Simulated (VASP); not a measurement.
Data:

```
CELL_PARAMETERS angstrom
      1.13012    -1.95743     0.00000
      1.13012     1.95743     0.00000
      0.00000     0.00000     3.55096
ATOMIC_POSITIONS crystal
  Be 0.33333 0.66667 0.25000
  Be 0.66667 0.33333 0.75000
```

These are PBEsol GGA, VASP's PBE PAW potentials (set 64) (plane waves; VASP) values and carry that method's errors. Run with 400 eV cut-off, Gaussian smearing of 0.050 eV, potentials Be.

Question: Predict the band gap (along the path) with the smallest direct gap where there is one.

Answer: 
band gap (along the path): none (metal, semimetal or under 0.01 eV)

Total energies compare only between runs with the same potentials, cut-off and functional.

The compound is Be in the hcp structure. It was relaxed first.
